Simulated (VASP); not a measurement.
Runs of VASP 6.6.1 on CsSi3. Symmetry: P-3m1, No. 164, trigonal system. The conventional cell has a = 4.079 Å, b = 4.079 Å, c = 7.552 Å, α = 90.00°, β = 90.00°, γ = 120.00°. Cs (site symmetry -3m) has 8 Si at 3.78 Å and 6 Cs at 4.08 Å as nearest neighbours. Si (site symmetry -3m) is surrounded by 6 Si at 2.49 Å. Around Si (site symmetry 3m) lie 3 Si at 2.49 Å. The cell was built by a generator and needn't be a form met in nature.

```csv
share of exact exchange,gap on the mesh (eV),pressure (GPa),largest force (eV/Å)
0.05,none,0.2,0.55
0.2,none,-0.3,0.51
0.5,none,-1.4,0.44
0.1,none,(c),0.53
0.3,none,(b),0.49
0.25,none,(a),(d)
0.4,none,-1.0,0.46
0.15,none,-0.1,0.52
```

Alike in all rows: task single point; level HSE(alpha, omega); potentials or basis VASP PAW PBE potentials, release 64 (Cs_sv, Si); no spin polarisation; cell as given; k mesh 4 × 4 × 2; cutoff (eV) 520; smearing fermi-dirac 0.05 eV; the mesh is coarse, so values aren't converged.

Problem. Estimate the missing entries.

Solution. (a) -0.5; (b) -0.6; (c) 0.1; (d) 0.50.

Caveats: all runs use coarse meshes; the PAW data sets were made with another functional, which shifts forces and pressure a little.

A k mesh can miss the band edges, and the runs leave out spin-orbit coupling on Cs.

A gap of «none» marks a metal or a gap under the smearing width.
